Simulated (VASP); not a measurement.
Here is a VASP 6.6.1 calculation.

INCAR

```
SYSTEM = HfOs
  PREC = Accurate
  ENCUT = 520
  EDIFF = 1E-6
  ISMEAR = 0
  SIGMA = 0.1
  LREAL = .False.
  LASPH = .True.
  NELM = 80
  ALGO = Normal
  ISIF = 2
  LWAVE = .False.
  LCHARG = .False.
  NBANDS = 16
```

File KPOINTS:

```
regular mesh
0
Gamma
  6 6 6
  0 0 0
```

File POSCAR:

```
HfOs
1.0
    3.2390000000      0.0000000000      0.0000000000
    0.0000000000      3.2390000000      0.0000000000
    0.0000000000      0.0000000000      3.2390000000
Hf Os
1 1
Direct
    0.0000000000      0.0000000000      0.0000000000
    0.5000000000      0.5000000000      0.5000000000
```

Potentials or basis: VASP PAW LDA potentials, release 64 (Hf_pv, Os).

Run with:

```console
$ cat potpaw_LDA.64/Hf_pv/POTCAR potpaw_LDA.64/Os/POTCAR > POTCAR
$ mpirun -np 1 vasp_std > vasp.out
```

**Question.** Predict the band gap on the k mesh.

**Answer.** None (metal or under the smearing width).

**Question.** Predict the pressure.

**Answer.** -8.5 GPa.

Spin-orbit coupling is left out, which matters for the levels of Hf, Os.
